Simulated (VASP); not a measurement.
Output of a VASP run:

**OSZICAR**
```
...
DAV:  13    -0.352393645514E+02    0.26221E-02   -0.15504E-02  1056   0.479E+00    0.771E-01
DAV:  14    -0.352470370551E+02   -0.76725E-02   -0.47782E-03  1304   0.178E+00    0.632E-01
DAV:  15    -0.352482102454E+02   -0.11732E-02   -0.11157E-03  1272   0.485E-01    0.547E-01
DAV:  16    -0.352486463292E+02   -0.43608E-03   -0.23086E-04  1064   0.211E-01    0.541E-01
DAV:  17    -0.352484893983E+02    0.15693E-03   -0.29591E-04  1206   0.541E-01    0.412E-01
DAV:  18    -0.352482997952E+02    0.18960E-03   -0.28551E-04  1240   0.645E-01    0.241E-01
DAV:  19    -0.352482746077E+02    0.25188E-04   -0.33592E-04  1566   0.479E-01    0.968E-02
DAV:  20    -0.352482799800E+02   -0.53723E-05   -0.96011E-05  1160   0.869E-02    0.717E-02
DAV:  21    -0.352482808839E+02   -0.90387E-06   -0.15163E-06   732   0.113E-02
   1 F= -.35248281E+02 E0= -.35248281E+02  d E =-.352483E+02
       N       E                     dE             d eps       ncg     rms          rms(c)
DAV:   1    -0.352896066057E+02   -0.41327E-01   -0.62363E-01  1236   0.158E+01    0.148E+00
DAV:   2    -0.352537652360E+02    0.35841E-01   -0.13799E-01  1270   0.816E+00    0.545E-01
DAV:   3    -0.352498111481E+02    0.39541E-02   -0.27663E-03  1478   0.133E+00    0.306E-01
DAV:   4    -0.352471030403E+02    0.27081E-02   -0.31984E-03  1548   0.110E+00    0.364E-02
DAV:   5    -0.352487934238E+02   -0.16904E-02   -0.22375E-03  1104   0.581E-01    0.286E-02
DAV:   6    -0.352488208000E+02   -0.27376E-04   -0.36555E-05  1176   0.571E-02    0.221E-02
DAV:   7    -0.352488167030E+02    0.40970E-05   -0.13741E-05  1550   0.441E-02    0.138E-02
DAV:   8    -0.352488420882E+02   -0.25385E-04   -0.24420E-05  1122   0.660E-02    0.786E-03
DAV:   9    -0.352488549983E+02   -0.12910E-04   -0.45879E-06  1068   0.211E-02    0.614E-03
DAV:  10    -0.352488514865E+02    0.35118E-05   -0.15057E-06   678   0.156E-02    0.242E-03
DAV:  11    -0.352488509200E+02    0.56645E-06   -0.45309E-07   582   0.737E-03
   2 F= -.35248851E+02 E0= -.35248851E+02  d E =-.570036E-03
       N       E                     dE             d eps       ncg     rms          rms(c)
DAV:   1    -0.352552314601E+02   -0.63800E-02   -0.89471E-02  1212   0.606E+00    0.555E-01
DAV:   2    -0.352497943904E+02    0.54371E-02   -0.19166E-02  1324   0.302E+00    0.213E-01
DAV:   3    -0.352492272102E+02    0.56718E-03   -0.37596E-04  1418   0.557E-01    0.121E-01
DAV:   4    -0.352490125922E+02    0.21462E-03   -0.43972E-04  1514   0.421E-01    0.148E-02
DAV:   5    -0.352491895963E+02   -0.17700E-03   -0.34179E-04  1098   0.233E-01    0.115E-02
DAV:   6    -0.352492029730E+02   -0.13377E-04   -0.67061E-06  1122   0.239E-02    0.688E-03
DAV:   7    -0.352492039677E+02   -0.99471E-06   -0.45798E-06  1144   0.200E-02
   3 F= -.35249204E+02 E0= -.35249204E+02  d E =-.923084E-03
       N       E                     dE             d eps       ncg     rms          rms(c)
DAV:   1    -0.352495379947E+02   -0.33502E-03   -0.45804E-03  1220   0.136E+00    0.126E-01
DAV:   2    -0.352492061319E+02    0.33186E-03   -0.99005E-04  1324   0.682E-01    0.476E-02
DAV:   3    -0.352491785077E+02    0.27624E-04   -0.19401E-05  1418   0.126E-01    0.270E-02
DAV:   4    -0.352491888763E+02   -0.10369E-04   -0.21765E-05  1530   0.933E-02    0.318E-03
DAV:   5    -0.352491919064E+02   -0.30301E-05   -0.16803E-05  1092   0.506E-02    0.259E-03
DAV:   6    -0.352491926763E+02   -0.76987E-06   -0.29825E-07   606   0.519E-03
   4 F= -.35249193E+02 E0= -.35249193E+02  d E =-.911792E-03
```

**OUTCAR**
```
------------------------ aborting loop because EDIFF is reached ----------------------------------------
  FORCE on cell =-STRESS in cart. coord.  units (eV):
  Direction    XX          YY          ZZ          XY          YZ          ZX
  --------------------------------------------------------------------------------------
  Total        0.0045904      0.0045904      0.0612254     -0.0000000      0.0000000      0.0000000
  in kB        0.1560420      0.1560420      2.0812205     -0.0000000      0.0000000      0.0000000
  external PRESSURE =       0.7977682 kB  Pullay stress =       0.0000000 kB
  volume of cell :       47.13
      direct lattice vectors                 reciprocal lattice vectors
     1.618628083 -2.803546511  0.000000000     0.308903574 -0.178345534  0.000000000
     1.618628083  2.803546511 -0.000000000     0.308903574  0.178345534 -0.000000000
     0.000000000  0.000000000  5.193252025     0.000000000  0.000000000  0.192557572
  FREE ENERGIE OF THE ION-ELECTRON SYSTEM (eV)
  ---------------------------------------------------
  free  energy   TOTEN  =       -35.2491926763 eV

  energy  without entropy=      -35.2491926763  energy(sigma->0) =      -35.24919268

 reached required accuracy - stopping structural energy minimisation
```
(Selected blocks of OUTCAR.)

**POSCAR**
```
ZnO
1
    1.6218615238    -2.8091469972    -0.0000000000
    1.6218615238     2.8091469972     0.0000000000
   -0.0000000000    -0.0000000000     5.2012397891
Zn O
2 2
Direct
  0.6666670000   0.3333330000   0.5001701832
  0.3333330000   0.6666670000   0.0001701832
  0.6666670000   0.3333330000   0.8818298168
  0.3333330000   0.6666670000   0.3818298168
```

Q: Reconstruct the remaining input files.

A: Several could match; the one computed here: the input of the run itself, r2SCAN+rVV10, plane waves, VASP's PBE PAW potentials (set 64).

File KPOINTS:
```
Automatic mesh
0
Gamma
7 7 4
0 0 0
```

**INCAR**
```
ALGO  =  Normal
BPARAM  =  11.95
CPARAM  =  0.0093
EDIFF  =  1E-6
EDIFFG  =  -0.02
ENCUT  =  520
IBRION  =  2
ISIF  =  3
ISMEAR  =  0
LASPH  =  .True.
LCHARG  =  .False.
LMAXMIX  =  4
LMIXTAU  =  .True.
LREAL  =  .False.
LUSE_VDW  =  .True.
LWAVE  =  .False.
METAGGA  =  R2SCAN
NELM  =  100
NSW  =  60
PREC  =  Accurate
SIGMA  =  0.05
SYSTEM  =  ZnO
```

POTCAR, in this order: Zn O (PBE.64 set). Program: vasp_std.

The compound is ZnO in the wurtzite structure. This run relaxes it. Symmetry was kept, so distortions that lower it aren't found. The start is the result of an earlier pass.
